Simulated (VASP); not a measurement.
Given:

```yaml
crystal:
  lattice:
    - [0.00000, 2.35389, 2.35389]
    - [2.35389, 0.00000, 2.35389]
    - [2.35389, 2.35389, 0.00000]
  atoms:
    - { symbol: B, position: [0.00000, 0.00000, 0.00000] }
    - { symbol: As, position: [0.25000, 0.25000, 0.25000] }
```

Level of theory: rev-vdW-DF2, VASP's PBE PAW potentials (set 64) (plane waves; VASP). Settings: 520 eV cut-off, 9×9×9 Γ-centred mesh, Gaussian smearing of 0.050 eV, potentials B As.

**Question.** Give the stress tensor in GPa (positive for a compressed cell).

**Answer.** 
```
9.44  0.00  0.00
0.00  9.44  0.00
0.00  0.00  9.44
```
The pressure is its mean diagonal, 9.44 GPa.

The compound is BAs in the zinc blende structure. This cell is one point of a volume scan, at 0.94 of the reference volume.
